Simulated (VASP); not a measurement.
```
Ge
1.0
    0.00000     2.76346     2.76346
    2.76346     0.00000     2.76346
    2.76346     2.76346     0.00000
Ge
2
Direct
  0.00000   0.00000   0.00000
  0.25000   0.25000   0.25000
```

Computed with TPSS meta-GGA, VASP's PBE PAW potentials (set 64) (plane waves; VASP). Settings: 520 eV cut-off, 8×8×8 Γ-centred mesh, Gaussian smearing of 0.050 eV, potentials Ge_d.

**Question.** Predict the energy per atom (σ→0), pressure, band gap (on the k-mesh) with the smallest direct gap where there is one.

**Answer.** 
* **band gap (on the k-mesh)**: 0.44 eV
* **smallest direct gap (on the k-mesh)**: 0.82 eV
* **energy per atom (σ→0)**: -12.694 eV/atom
* **pressure**: 5.22 GPa

The absolute energy has meaning only against runs of the same code, potentials and settings.

The compound is Ge in the diamond structure. This cell is one point of a volume scan, at 0.94 of the reference volume.
